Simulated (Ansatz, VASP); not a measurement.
# CrAg2O4 in two plane-wave programs, part 2 of 3

One calculation is typed for both programs; each brings its own data sets. How far apart do they land? Of the first pair: The structure shown is the start of the Ansatz relaxation below; VASP solves that cell, so the two are compared at the walk's first step.

VASP 6.6.1 and Ansatz 0.2.0.

So far: Starting point; Ansatz: relaxation, PBEsol.

## Step 3: VASP: single point, PBEsol, start cell, pair 1

Level of this step: PBEsol, no spin polarisation; plane waves and PAW (Ag, Cr_pv, O) (VASP).

The same cell, functional and mesh now go to VASP, with its own data sets.

Lines of VASP's logs that name or quote its potential files are left out, and so is its time.

INCAR reads:

```
SYSTEM = CrAg2O4
PREC = Accurate
ENCUT = 520
EDIFF = 1E-06
NELM = 120
ISMEAR = 0
SIGMA = 0.01
LREAL = .FALSE.
ALGO = Normal
GGA = PS
NBANDS = 136
LASPH = .TRUE.
LORBIT = 11
LWAVE = .FALSE.
LCHARG = .FALSE.
ISIF = 2
GGA_COMPAT = .FALSE.
EFERMI = MIDGAP
KPAR = 4
```

POSCAR reads:

```
CrAg2O4
1.0
   10.0630000000      0.0000000000      0.0000000000
    0.0000000000      7.0290000000      0.0000000000
    0.0000000000      0.0000000000      5.5400000000
Ag Cr O
8 4 16
Direct
    0.8660000000      0.7500000000      0.4967000000
    0.6340000000      0.2500000000      0.9967000000
    0.3660000000      0.7500000000      0.0033000000
    0.1340000000      0.2500000000      0.5033000000
    0.5000000000      0.0000000000      0.5000000000
    0.0000000000      0.0000000000      1.0000000000
    0.0000000000      0.5000000000      1.0000000000
    0.5000000000      0.5000000000      0.5000000000
    0.6839000298      0.7500000000      0.0161000000
    0.8160999702      0.2500000000      0.5161000000
    0.1839000298      0.7500000000      0.4839000000
    0.3160999702      0.2500000000      0.9839000000
    0.3844999752      0.0646999573      0.8583000000
    0.1155000248      0.9353000427      0.3583000000
    0.8844999752      0.4353000427      0.6417000000
    0.6155000248      0.5646999573      0.1417000000
    0.6155000248      0.9353000427      0.1417000000
    0.8844999752      0.0646999573      0.6417000000
    0.1155000248      0.5646999573      0.3583000000
    0.3844999752      0.4353000427      0.8583000000
    0.8493999801      0.7500000000      0.0677000000
    0.6506000199      0.2500000000      0.5677000000
    0.3493999801      0.7500000000      0.4323000000
    0.1506000199      0.2500000000      0.9323000000
    0.6497999603      0.7500000000      0.7211000000
    0.8502000397      0.2500000000      0.2211000000
    0.1497999603      0.7500000000      0.7789000000
    0.3502000397      0.2500000000      0.2789000000
```

KPOINTS reads:

```
Automatic mesh
0
Gamma
2 3 3
0 0 0
```

The projector-augmented-wave data sets are Ag, Cr_pv and O (PBE family, release 64).

The run is started by

```sh
$ mpirun -np 4 vasp_std
```

Numbers of over 12 decimals in the logs are rounded to 6 here.

What it wrote:

```text
[banner, memory and clock lines left out]
running    4 mpi-ranks, on    1 nodes
 distrk:  each k-point on    1 cores,    4 groups
 distr:  one band on    1 cores,    1 groups

 POSCAR found type information on POSCAR AgCrO
 POSCAR found :  3 types and      28 ions
|                                                                             |
|               ----> ADVICE to this user running VASP <----                  |
|                                                                             |
|     You have a (more or less) 'large supercell' and for larger cells it     |
|     might be more efficient to use real-space projection operators.         |
|     Therefore, try LREAL= Auto in the INCAR file.                           |
|     Mind: For very accurate calculation, you might also keep the            |
|     reciprocal projection scheme (i.e. LREAL=.FALSE.).                      |
|                                                                             |

|                                                                             |
|               ----> ADVICE to this user running VASP <----                  |
|                                                                             |
|     You enforced a specific xc type in the INCAR file but a different       |
|     [... a line on the potential file left out ...]
|     I HOPE YOU KNOW WHAT YOU ARE DOING!                                     |
|                                                                             |

 LDA part: xc-table for (Slater+PW92), standard interpolation
 POSCAR, INCAR and KPOINTS ok, starting setup
 FFT: planning ... GRIDC
 FFT: planning ... GRID_SOFT
 FFT: planning ... GRID
 WAVECAR not read
 entering main loop
       N       E                     dE             d eps       ncg     rms          rms(c)
DAV:   1     0.247529509660E+04    0.24753E+04   -0.12375E+05  2328   0.174E+03
DAV:   2     0.893322641257E+02   -0.23860E+04   -0.22471E+04  2312   0.460E+02
DAV:   3    -0.217295303234E+03   -0.30663E+03   -0.30147E+03  2656   0.163E+02
DAV:   4    -0.231332222721E+03   -0.14037E+02   -0.13934E+02  2736   0.341E+01
DAV:   5    -0.231622496696E+03   -0.29027E+00   -0.28948E+00  2496   0.544E+00    0.975E+01
DAV:   6    -0.268562932570E+03   -0.36940E+02   -0.69322E+02  3328   0.112E+02    0.148E+02
DAV:   7    -0.178508940379E+03    0.90054E+02   -0.35676E+02  3152   0.110E+02    0.250E+01
DAV:   8    -0.180059423817E+03   -0.15505E+01   -0.75957E+01  2792   0.288E+01    0.110E+01
DAV:   9    -0.179619511194E+03    0.43991E+00   -0.47706E+00  2448   0.107E+01    0.731E+00
DAV:  10    -0.179641370587E+03   -0.21859E-01   -0.90745E-01  2800   0.423E+00    0.478E+00
DAV:  11    -0.179578140561E+03    0.63230E-01   -0.32686E-01  2608   0.329E+00    0.402E+00
DAV:  12    -0.179570453180E+03    0.76874E-02   -0.43004E-02  2688   0.124E+00    0.222E+00
DAV:  13    -0.179563255922E+03    0.71973E-02   -0.29040E-02  3160   0.822E-01    0.158E+00
DAV:  14    -0.179561716329E+03    0.15396E-02   -0.46269E-03  2752   0.270E-01    0.973E-01
DAV:  15    -0.179561295985E+03    0.42034E-03   -0.21296E-03  2888   0.197E-01    0.589E-01
DAV:  16    -0.179561200239E+03    0.95746E-04   -0.42379E-04  2904   0.969E-02    0.233E-01
DAV:  17    -0.179561175360E+03    0.24879E-04   -0.13820E-04  2704   0.505E-02    0.867E-02
DAV:  18    -0.179561167993E+03    0.73673E-05   -0.31302E-05  2600   0.205E-02    0.484E-02
DAV:  19    -0.179561165448E+03    0.25452E-05   -0.72579E-06  2376   0.963E-03    0.320E-02
DAV:  20    -0.179561164163E+03    0.12846E-05   -0.31466E-06  1896   0.105E-02    0.257E-03
DAV:  21    -0.179561164199E+03   -0.35521E-07   -0.17205E-06  1288   0.494E-03
   1 F= -.17956116E+03 E0= -.17956116E+03  d E =0.000000E+00
```

Parts of OUTCAR (step 3):

```text
ion  position               nearest neighbor table
   1  0.866  0.750  0.497-  15 2.36  18 2.36  21 2.38  25 2.51  11 3.20   9 3.23   6 3.53   7 3.53
                             6 3.56   7 3.56
   2  0.634  0.250  0.997-  16 2.36  17 2.36  22 2.38  26 2.51  12 3.20  10 3.23   5 3.53   8 3.53
                             5 3.56   8 3.56
   3  0.366  0.750  0.003-  13 2.36  20 2.36  23 2.38  27 2.51   9 3.20  11 3.23   5 3.53   8 3.53
                             5 3.56   8 3.56
   4  0.134  0.250  0.503-  14 2.36  19 2.36  24 2.38  28 2.51  10 3.20  12 3.23   6 3.53   7 3.53
                             6 3.56   7 3.56
   5  0.500  0.000  0.500-  13 2.34  17 2.34  22 2.35  23 2.35  25 2.62  28 2.62   8 3.51   8 3.51
                             2 3.53   3 3.53   2 3.56   3 3.56
   6  0.000  0.000  0.000-  14 2.34  18 2.34  21 2.35  24 2.35  26 2.62  27 2.62   7 3.51   7 3.51
                             1 3.53   4 3.53   1 3.56   4 3.56
   7  0.000  0.500  0.000-  15 2.34  19 2.34  21 2.35  24 2.35  26 2.62  27 2.62   6 3.51   6 3.51
                             1 3.53   4 3.53   1 3.56   4 3.56
   8  0.500  0.500  0.500-  16 2.34  20 2.34  22 2.35  23 2.35  25 2.62  28 2.62   5 3.51   5 3.51
                             2 3.53   3 3.53   2 3.56   3 3.56
   9  0.684  0.750  0.016-  16 1.63  17 1.63  25 1.67  21 1.69   3 3.20   1 3.23
  10  0.816  0.250  0.516-  15 1.63  18 1.63  26 1.67  22 1.69   4 3.20   2 3.23
  11  0.184  0.750  0.484-  14 1.63  19 1.63  27 1.67  23 1.69   1 3.20   3 3.23
  12  0.316  0.250  0.984-  13 1.63  20 1.63  28 1.67  24 1.69   2 3.20   4 3.23
  13  0.384  0.065  0.858-  12 1.63   5 2.34   3 2.36
  14  0.116  0.935  0.358-  11 1.63   6 2.34   4 2.36
  15  0.884  0.435  0.642-  10 1.63   7 2.34   1 2.36
  16  0.616  0.565  0.142-   9 1.63   8 2.34   2 2.36
  17  0.616  0.935  0.142-   9 1.63   5 2.34   2 2.36
  18  0.884  0.065  0.642-  10 1.63   6 2.34   1 2.36
  19  0.116  0.565  0.358-  11 1.63   7 2.34   4 2.36
  20  0.384  0.435  0.858-  12 1.63   8 2.34   3 2.36
  21  0.849  0.750  0.068-   9 1.69   7 2.35   6 2.35   1 2.38
  22  0.651  0.250  0.568-  10 1.69   8 2.35   5 2.35   2 2.38
  23  0.349  0.750  0.432-  11 1.69   8 2.35   5 2.35   3 2.38
  24  0.151  0.250  0.932-  12 1.69   7 2.35   6 2.35   4 2.38
  25  0.650  0.750  0.721-   9 1.67   1 2.51   8 2.62   5 2.62
  26  0.850  0.250  0.221-  10 1.67   2 2.51   7 2.62   6 2.62
  27  0.150  0.750  0.779-  11 1.67   3 2.51   7 2.62   6 2.62
  28  0.350  0.250  0.279-  12 1.67   4 2.51   8 2.62   5 2.62

  LATTYP: Found a simple orthorhombic cell.
 ALAT       =     5.5400000000
 B/A-ratio  =     1.2687725632
 C/A-ratio  =     1.8164259928

 Subroutine GETGRP returns: Found  8 space group operations
 (whereof  2 operations were pure point group operations)

The static configuration has the point symmetry S_2 .
 The point group associated with its full space group is D_2h.

 Found      8 irreducible k-points:

   k-points           NKPTS =      8   k-points in BZ     NKDIM =      8   number of bands    NBANDS=    136

   dimension x,y,z NGX =    80 NGY =   54 NGZ =   42
   dimension x,y,z NGXF=   160 NGYF=  108 NGZF=   84

   ENCUT  =  520.0 eV  38.22 Ry    6.18 a.u.  18.71 13.07 10.30*2*pi/ulx,y,z

   NELECT =     232.0000    total number of electrons

 k-points in reciprocal lattice and weights: Automatic mesh
   0.00000000  0.00000000  0.00000000       0.056
   0.50000000  0.00000000  0.00000000       0.056
   0.00000000  0.33333333  0.00000000       0.111
   0.50000000  0.33333333  0.00000000       0.111
   0.00000000  0.00000000  0.33333333       0.111
   0.50000000  0.00000000  0.33333333       0.111
   0.00000000  0.33333333  0.33333333       0.222
   0.50000000  0.33333333  0.33333333       0.222

 average (electrostatic) potential at core
       1 -73.5761       2 -73.5761       3 -73.5761       4 -73.5761       5 -73.4334
       6 -73.4334       7 -73.4334       8 -73.4334       9 -74.5451      10 -74.5451
      11 -74.5451      12 -74.5451      13 -72.0755      14 -72.0755      15 -72.0755
      16 -72.0755      17 -72.0755      18 -72.0755      19 -72.0755      20 -72.0755
      21 -72.0037      22 -72.0037      23 -72.0037      24 -72.0037      25 -71.7032
      26 -71.7032      27 -71.7032      28 -71.7032

 E-fermi :   3.8788

 k-point     1 :       0.0000    0.0000    0.0000
  band No.  band energies     occupation
    ...
    112       2.5145      2.00000
    113       2.5778      2.00000
    114       2.7990      2.00000
    115       3.0221      2.00000
    116       3.1954      2.00000
    117       4.6847      0.00000
    118       4.7152      0.00000
    119       4.9241      0.00000
    120       4.9960      0.00000
    121       5.0024      0.00000
    ...

 k-point     2 :       0.5000    0.0000    0.0000
  band No.  band energies     occupation
    ...
    112       2.5149      2.00000
    113       2.6606      2.00000
    114       2.6606      2.00000
    115       3.0694      2.00000
    116       3.0694      2.00000
    117       4.7728      0.00000
    118       4.7728      0.00000
    119       4.9702      0.00000
    120       4.9702      0.00000
    121       5.0149      0.00000
    ...

 k-point     3 :       0.0000    0.3333    0.0000
  band No.  band energies     occupation
    ...
    112       2.5356      2.00000
    113       2.7007      2.00000
    114       2.9777      2.00000
    115       3.0466      2.00000
    116       3.0527      2.00000
    117       4.7520      0.00000
    118       4.7776      0.00000
    119       4.8213      0.00000
    120       5.0218      0.00000
    121       5.0439      0.00000
    ...

  Total       -4.8829115      0.4149384     -6.9399635      0.0000000      0.0000000      0.0000000
  in kB      -19.9645101      1.6965372    -28.3750731      0.0000000      0.0000000      0.0000000
  external PRESSURE =     -15.5476820 kB  Pullay stress =       0.0000000 kB

  energy-cutoff  :      520.00
  volume of cell :      391.86
      direct lattice vectors                 reciprocal lattice vectors
    10.063000000  0.000000000  0.000000000     0.099373944  0.000000000  0.000000000
     0.000000000  7.029000000  0.000000000     0.000000000  0.142267748  0.000000000
     0.000000000  0.000000000  5.540000000     0.000000000  0.000000000  0.180505415

 POSITION                                       TOTAL-FORCE (eV/Angst)
 -----------------------------------------------------------------------------------
      8.71456      5.27175      2.75172        -0.070120      0.000000      0.132408
      6.37994      1.75725      5.52172         0.070120      0.000000      0.132408
      3.68306      5.27175      0.01828        -0.070120      0.000000     -0.132408
      1.34844      1.75725      2.78828         0.070120      0.000000     -0.132408
      5.03150      0.00000      2.77000        -0.000000      0.000000     -0.000000
      0.00000      0.00000      0.00000        -0.000000      0.000000     -0.000000
      0.00000      3.51450      0.00000        -0.000000      0.000000     -0.000000
      5.03150      3.51450      2.77000        -0.000000      0.000000     -0.000000
      6.88209      5.27175      0.08919         0.536409      0.000000     -1.159261
      8.21241      1.75725      2.85919        -0.536409      0.000000     -1.159261
      1.85059      5.27175      2.68081         0.536409      0.000000      1.159261
      3.18091      1.75725      5.45081        -0.536409      0.000000      1.159261
      3.86922      0.45478      4.75498         0.444791     -1.300229     -0.463882
      1.16228      6.57422      1.98498        -0.444791      1.300229     -0.463882
      8.90072      3.05972      3.55502         0.444791      1.300229      0.463882
      6.19378      3.96928      0.78502        -0.444791     -1.300229      0.463882
      6.19378      6.57422      0.78502        -0.444791      1.300229      0.463882
      8.90072      0.45478      3.55502         0.444791     -1.300229      0.463882
      1.16228      3.96928      1.98498        -0.444791     -1.300229     -0.463882
      3.86922      3.05972      4.75498         0.444791      1.300229     -0.463882
      8.54751      5.27175      0.37506         0.313343      0.000000      0.222878
      6.54699      1.75725      3.14506        -0.313343      0.000000      0.222878
      3.51601      5.27175      2.39494         0.313343      0.000000     -0.222878
      1.51549      1.75725      5.16494        -0.313343      0.000000     -0.222878
      6.53894      5.27175      3.99489         0.102849      0.000000      0.056576
      8.55556      1.75725      1.22489        -0.102849      0.000000      0.056576
      1.50744      5.27175      4.31511         0.102849      0.000000     -0.056576
      3.52406      1.75725      1.54511        -0.102849      0.000000     -0.056576
 -----------------------------------------------------------------------------------
    total drift:                                0.000000      0.000000      0.000000

  FREE ENERGIE OF THE ION-ELECTRON SYSTEM (eV)
  ---------------------------------------------------
  free  energy   TOTEN  =      -179.5611641987 eV

  energy  without entropy=     -179.5611641987  energy(sigma->0) =     -179.56116420

 total charge
# of ion       s       p       d       tot
------------------------------------------
    1        0.179   0.141   9.335   9.655
    2        0.179   0.141   9.335   9.655
    3        0.179   0.141   9.335   9.655
    4        0.179   0.141   9.335   9.655
    5        0.188   0.160   9.309   9.657
    6        0.188   0.160   9.309   9.657
    7        0.188   0.160   9.309   9.657
    8        0.188   0.160   9.309   9.657
    9        0.544   6.718   4.572  11.833
   10        0.544   6.718   4.572  11.833
   11        0.544   6.718   4.572  11.833
   12        0.544   6.718   4.572  11.833
   13        1.584   3.372   0.000   4.956
   14        1.584   3.372   0.000   4.956
   15        1.584   3.372   0.000   4.956
   16        1.584   3.372   0.000   4.956
   17        1.584   3.372   0.000   4.956
   18        1.584   3.372   0.000   4.956
   19        1.584   3.372   0.000   4.956
   20        1.584   3.372   0.000   4.956
   21        1.574   3.369   0.000   4.943
   22        1.574   3.369   0.000   4.943
   23        1.574   3.369   0.000   4.943
   24        1.574   3.369   0.000   4.943
   25        1.585   3.337   0.000   4.922
   26        1.585   3.337   0.000   4.922
   27        1.585   3.337   0.000   4.922
   28        1.585   3.337   0.000   4.922
--------------------------------------------------
tot         28.947  81.873  92.860 203.680

[... 3 further parts left out ...]
```

This run has no spin polarisation, so a moment on Cr, if there is one, isn't seen.

## Step 4: Side by side

Known differences besides the potentials themselves: fixed occupations in Ansatz, narrow Gaussian smearing in VASP; the data sets hold 304 valence electrons in Ansatz (on its default PAW (the set named soft_2) files) and 232 in VASP; the cutoff is 420 eV in Ansatz and 520 eV in VASP; Ansatz makes its cores anew for this functional, VASP keeps those of its PBE data sets. Total energies have different zeros and are not compared.

Forces on 7 of the 28 atoms, those with the largest forces and the largest differences (eV/Å; atoms numbered as in POSCAR):

| atom | Ansatz x, y, z | VASP x, y, z |
| --- | --- | --- |
| O13 | 0.348, -1.123, -0.368 | 0.445, -1.300, -0.464 |
| O14 | -0.348, 1.123, -0.368 | -0.445, 1.300, -0.464 |
| O15 | 0.348, 1.123, 0.368 | 0.445, 1.300, 0.464 |
| O16 | -0.348, -1.123, 0.368 | -0.445, -1.300, 0.464 |
| O18 | 0.348, -1.123, 0.368 | 0.445, -1.300, 0.464 |
| O19 | -0.348, -1.123, -0.368 | -0.445, -1.300, -0.464 |
| O20 | 0.348, 1.123, -0.368 | 0.445, 1.300, -0.464 |

The forces differ by 86 meV/Å r.m.s., which is 16.1 % of the r.m.s. force of 0.536 eV/Å (both taken over all components).

## Step 5: Ansatz: relaxation, PBEsol

This run makes the geometry at which the two programs are then compared. The cell compared in this pair holds 373.54 Å³, against 391.86 Å³ for the pair before.

The structure compared here is the end of the Ansatz relaxation.

input.yaml reads:

```yaml
crystal:
  lattice:
    - [10.063, 0.0, 0.0]
    - [0.0, 7.029, 0.0]
    - [0.0, 0.0, 5.54]
  atoms:
    - { symbol: Ag, position: [0.866, 0.75, 0.4967] }
    - { symbol: Ag, position: [0.634, 0.25, 0.9967] }
    - { symbol: Ag, position: [0.366, 0.75, 0.0033] }
    - { symbol: Ag, position: [0.134, 0.25, 0.5033] }
    - { symbol: Ag, position: [0.5, 0.0, 0.5] }
    - { symbol: Ag, position: [0.0, 0.0, 0.0] }
    - { symbol: Ag, position: [0.0, 0.5, 0.0] }
    - { symbol: Ag, position: [0.5, 0.5, 0.5] }
    - { symbol: Cr, position: [0.6839, 0.75, 0.0161] }
    - { symbol: Cr, position: [0.8161, 0.25, 0.5161] }
    - { symbol: Cr, position: [0.1839, 0.75, 0.4839] }
    - { symbol: Cr, position: [0.3161, 0.25, 0.9839] }
    - { symbol: O, position: [0.3845, 0.0647, 0.8583] }
    - { symbol: O, position: [0.1155, 0.9353, 0.3583] }
    - { symbol: O, position: [0.8845, 0.4353, 0.6417] }
    - { symbol: O, position: [0.6155, 0.5647, 0.1417] }
    - { symbol: O, position: [0.6155, 0.9353, 0.1417] }
    - { symbol: O, position: [0.8845, 0.0647, 0.6417] }
    - { symbol: O, position: [0.1155, 0.5647, 0.3583] }
    - { symbol: O, position: [0.3845, 0.4353, 0.8583] }
    - { symbol: O, position: [0.8494, 0.75, 0.0677] }
    - { symbol: O, position: [0.6506, 0.25, 0.5677] }
    - { symbol: O, position: [0.3494, 0.75, 0.4323] }
    - { symbol: O, position: [0.1506, 0.25, 0.9323] }
    - { symbol: O, position: [0.6498, 0.75, 0.7211] }
    - { symbol: O, position: [0.8502, 0.25, 0.2211] }
    - { symbol: O, position: [0.1498, 0.75, 0.7789] }
    - { symbol: O, position: [0.3502, 0.25, 0.2789] }
kpoints:
  mp_grid: { grid: [2, 3, 3] }
scf:
  occupations: { method: fixed }
hamiltonian:
  xc: pbesol
relax:
  f_tol: 0.01
  max_steps: 90
  cell: {}
output:
  forces: true
```

The run is started by

```sh
$ ansatz run input.yaml --threads 4 --pin off --max-ram 24576MiB --backend cpu --events-out ev --progress --plain --runs-dir out
```

What it wrote:

```text
[...]
Crystal: 28 atoms, lattice volume = 391.860 Å³
Basis set: ecut = 420 eV, 7641 PW (Γ), exchange–correlation on 144×96×80 points (8 copies of the dense FFT grid, shifted against one another)
Bands: 183, of which v1, the nominal top of the filled ones, is band 152 counted from 1 (151 counted from 0)
Symmetry: 8 space group operations
[...]
k-points: 8 of 18
[...]
- { symbol: O, position: [0.612869, 0.946694, 0.155456] }
    - { symbol: O, position: [0.887131, 0.053306, 0.655456] }
    - { symbol: O, position: [0.112869, 0.553306, 0.344544] }
    - { symbol: O, position: [0.387131, 0.446694, 0.844544] }
[...]
- { symbol: O, position: [0.652929, 0.75, 0.734340] }
    - { symbol: O, position: [0.847071, 0.25, 0.234340] }
    - { symbol: O, position: [0.152929, 0.75, 0.765660] }
    - { symbol: O, position: [0.347071, 0.25, 0.265660] }
[key lines of the parts left out:]
SCF converged after 7 iterations
Free energy (F): -82537.088983 eV
Fermi energy:    9.207082 eV
P = ⅓ Tr σ = 0.0283 GPa (0.283 kbar)
```

(Continued in part 3 of 3.)

[Lines on the potential files, build, host, timing and source positions are cut from VASP's logs without a mark.]

[Logs are printed without paths, hosts, clocks, repeated set-up lines and the standing remarks that a program may print on its own settings, such as how far it seeks lower states.]

[Hosts, paths, dates, database ids (printed as entryN), source tags and the programs' standing remarks are cut or masked in the printed files.]
